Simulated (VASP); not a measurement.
All values below come from TPSS meta-GGA, VASP's PBE PAW potentials (set 64) (plane waves; VASP 6.6.1).

VASP ran on this input.

**POSCAR**
```
CsPbBr3
1
    6.0165863344    -0.0000000000    -0.0000000000
    0.0000000000     6.0165863344    -0.0000000000
    0.0000000000     0.0000000000     6.0165863344
Cs Pb Br
1 1 3
Direct
  0.0000000000   0.0000000000   0.0000000000
  0.5000000000   0.5000000000   0.5000000000
  0.5000000000   0.0000000000   0.5000000000
  0.0000000000   0.5000000000   0.5000000000
  0.5000000000   0.5000000000   0.0000000000
```

### INCAR
```
# general
SYSTEM  = CsPbBr3
PREC    = Accurate
ENCUT   = 520
LREAL   = F
LASPH   = T

# electronic loop
EDIFF   = 1E-6
NELM    = 100
ALGO    = Normal
LMAXMIX = 4
LMIXTAU = T

# smearing
ISMEAR  = 0
SIGMA   = 0.05

# functional
METAGGA = TPSS

# ions
IBRION  = 2
NSW     = 60
ISIF    = 3
EDIFFG  = -0.02

# output
LWAVE   = F
LCHARG  = F
```

KPOINTS:
```
Automatic mesh
0
Gamma
4 4 4
0 0 0
```

POTCAR, in this order: Cs_sv Pb_d Br (PBE.64 set). Program: vasp_std.

Output of the run:

**OUTCAR**
```
 ion  position               nearest neighbor table
   1  0.000  0.000  0.000-
   2  0.500  0.500  0.500-   3 3.01   4 3.01   5 3.01   5 3.01   3 3.01   4 3.01
   3  0.500  0.000  0.500-   2 3.01   2 3.01
   4  0.000  0.500  0.500-   2 3.01   2 3.01
   5  0.500  0.500  0.000-   2 3.01   2 3.01
  LATTYP: Found a simple cubic cell.
 ALAT       =     6.0165863344
 Subroutine PRICEL returns:
 Original cell was already a primitive cell.
 Subroutine GETGRP returns: Found 48 space group operations
The static configuration has the point symmetry O_h .
The dynamic configuration has the point symmetry O_h .
 Subroutine INISYM returns: Found 48 space group operations
 Subroutine IBZKPT returns following result:
 Found     10 irreducible k-points:

 Following reciprocal coordinates:
            Coordinates               Weight
  0.000000  0.000000  0.000000      1.000000
  0.250000  0.000000  0.000000      6.000000
  0.500000  0.000000  0.000000      3.000000
  0.250000  0.250000  0.000000     12.000000
  0.500000  0.250000  0.000000     12.000000
  0.500000  0.500000  0.000000      3.000000
  0.250000  0.250000  0.250000      8.000000
  0.500000  0.250000  0.250000     12.000000
  0.500000  0.500000  0.250000      6.000000
  0.500000  0.500000  0.500000      1.000000
   k-points           NKPTS =     10   k-points in BZ     NKDIM =     10   number of bands    NBANDS=     26
   number of dos      NEDOS =    301   number of ions     NIONS =      5
   total plane-waves  NPLWV = 110592
   dimension x,y,z NGX =    48 NGY =   48 NGZ =   48
   dimension x,y,z NGXF=    96 NGYF=   96 NGZF=   96
   ions per type =               1   1   3
   PREC   = accura    normal or accurate (medium, high low for compatibility)
   ISTART =      0    job   : 0-new  1-cont  2-samecut
   ICHARG =      2    charge: 1-file 2-atom 10-const
   ISPIN  =      1    spin polarized calculation?
   LNONCOLLINEAR =      F non collinear calculations
...
```

**OSZICAR**
```
       N       E                     dE             d eps       ncg     rms          rms(c)
DAV:   1     0.358630328730E+03    0.35863E+03   -0.18630E+04   520   0.149E+03
DAV:   2    -0.478466177716E+01   -0.36341E+03   -0.35358E+03   638   0.330E+02
DAV:   3    -0.488063879768E+02   -0.44022E+02   -0.43783E+02   630   0.123E+02
DAV:   4    -0.503709753508E+02   -0.15646E+01   -0.15585E+01   636   0.306E+01
DAV:   5    -0.504254010187E+02   -0.54426E-01   -0.54394E-01   662   0.463E+00    0.367E+00
DAV:   6    -0.502965556573E+02    0.12885E+00   -0.37971E+00   666   0.251E+01    0.286E+00
DAV:   7    -0.474950677354E+02    0.28015E+01   -0.15044E+00   634   0.154E+01    0.115E+00
DAV:   8    -0.482795473873E+02   -0.78448E+00   -0.65861E-01   558   0.788E+00    0.845E-01
DAV:   9    -0.483454226990E+02   -0.65875E-01   -0.21907E-02   648   0.136E+00    0.663E-01
DAV:  10    -0.484110021180E+02   -0.65579E-01   -0.80554E-02   536   0.276E+00    0.141E-01
DAV:  11    -0.484670795978E+02   -0.56077E-01   -0.18477E-02   562   0.135E+00    0.141E-01
DAV:  12    -0.484633904787E+02    0.36891E-02   -0.51154E-03   550   0.669E-01    0.964E-02
DAV:  13    -0.484697049028E+02   -0.63144E-02   -0.27050E-03   542   0.598E-01    0.302E-02
DAV:  14    -0.484706547486E+02   -0.94985E-03   -0.92373E-04   632   0.231E-01    0.302E-02
DAV:  15    -0.484706965297E+02   -0.41781E-04   -0.40595E-05   714   0.528E-02    0.236E-02
DAV:  16    -0.484707360165E+02   -0.39487E-04   -0.23209E-05   606   0.379E-02    0.144E-02
DAV:  17    -0.484707423168E+02   -0.63003E-05   -0.15069E-05   570   0.295E-02    0.649E-03
DAV:  18    -0.484707397826E+02    0.25342E-05   -0.33869E-06   496   0.169E-02    0.353E-03
DAV:  19    -0.484707467083E+02   -0.69257E-05   -0.58716E-06   550   0.169E-02    0.221E-03
DAV:  20    -0.484707469311E+02   -0.22284E-06   -0.26391E-07   306   0.367E-03
   1 F= -.48470747E+02 E0= -.48470747E+02  d E =-.484707E+02
```

File OUTCAR:
```
------------------------ aborting loop because EDIFF is reached ----------------------------------------
  FORCE on cell =-STRESS in cart. coord.  units (eV):
  Direction    XX          YY          ZZ          XY          YZ          ZX
  --------------------------------------------------------------------------------------
  Total       -0.0229847     -0.0229847     -0.0229847     -0.0000000     -0.0000000      0.0000000
  in kB       -0.1690827     -0.1690827     -0.1690827     -0.0000000     -0.0000000      0.0000000
  external PRESSURE =      -0.1690827 kB  Pullay stress =       0.0000000 kB
  volume of cell :      217.80
      direct lattice vectors                 reciprocal lattice vectors
     6.016586334  0.000000000  0.000000000     0.166207205  0.000000000  0.000000000
     0.000000000  6.016586334  0.000000000     0.000000000  0.166207205  0.000000000
     0.000000000  0.000000000  6.016586334     0.000000000  0.000000000  0.166207205
 POSITION                                       TOTAL-FORCE (eV/Angst)
 -----------------------------------------------------------------------------------
      0.00000      0.00000      0.00000         0.000000      0.000000      0.000000
      3.00829      3.00829      3.00829         0.000000      0.000000      0.000000
      3.00829      0.00000      3.00829         0.000000      0.000000      0.000000
      0.00000      3.00829      3.00829         0.000000      0.000000      0.000000
      3.00829      3.00829      0.00000         0.000000      0.000000      0.000000
 -----------------------------------------------------------------------------------
    total drift:                                0.000000     -0.000000     -0.000000
  FREE ENERGIE OF THE ION-ELECTRON SYSTEM (eV)
  ---------------------------------------------------
  free  energy   TOTEN  =       -48.4707469311 eV

  energy  without entropy=      -48.4707469311  energy(sigma->0) =      -48.47074693

 reached required accuracy - stopping structural energy minimisation
```
(Selected blocks of OUTCAR.)

The compound is CsPbBr3 in the cubic perovskite structure, the ideal cubic form; the compound distorts at low or room temperature. It was relaxed first, which changed the volume by +8 %. The start is the result of an earlier pass.
